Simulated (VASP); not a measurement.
```
CELL_PARAMETERS angstrom
      0.00000     3.26761     3.26761
      3.26761     0.00000     3.26761
      3.26761     3.26761     0.00000
ATOMIC_POSITIONS crystal
  Sn 0.00000 0.00000 0.00000
  Te 0.50000 0.50000 0.50000
```

The numbers are results of vdW-DF2, VASP's PBE PAW potentials (set 64) (plane waves; VASP), not measurements. Run with 520 eV cut-off, 7×7×7 Γ-centred mesh, Gaussian smearing of 0.050 eV, potentials Sn_d Te.

### Question
Give the stress tensor in GPa (positive for a compressed cell).

### Answer

```
2.28  0.00  0.00
0.00  2.28  0.00
0.00  0.00  2.28
```
The pressure is its mean diagonal, 2.28 GPa.

The compound is SnTe in the rock salt structure, which distorts at low temperature. This cell is one point of a volume scan, at 0.94 of the reference volume.
